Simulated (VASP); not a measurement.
Consider the following.

```
Pd
1.0
    0.00000     1.97311     1.97311
    1.97311     0.00000     1.97311
    1.97311     1.97311     0.00000
Pd
1
Cartesian
  0.00000   0.00000   0.00000
```

Calculation: PW91 GGA, VASP's PBE PAW potentials (set 64) (plane waves; VASP). Settings: 520 eV cut-off, 16×16×16 Γ-centred mesh, first-order Methfessel-Paxton smearing of 0.10 eV, potentials Pd.

**Question.** Give the energy at these volumes per atom, relative to the lowest: 14.45, 14.91, 15.37, 15.83, 16.30 Å³.

**Answer.** 32.7, 7.5, 0.0, 7.1, 26.2 meV/atom. A third-order Birch-Murnaghan fit gives B0 = 169 GPa and B0′ = 5.6.

Measured: bulk modulus 195 GPa at 0 K (computed value off by -13.5 %), as given by Vázquez-Parga, Fernández-Martínez, Viñes, J. Chem. Theory Comput. (2023), doi:10.1021/acs.jctc.3c00612, Supporting … [zero-point energy and finite temperature contributions removed]; a 3.876 Å at 0 K (computed value off by +1.8 %), as given by Daniel Mejia-Rodriguez et al., Physical Review B (2018), arXiv:1807.09216 [static lattice: zero-point anharmonic expansion removed].

The compound is Pd in the fcc structure. It was relaxed first.
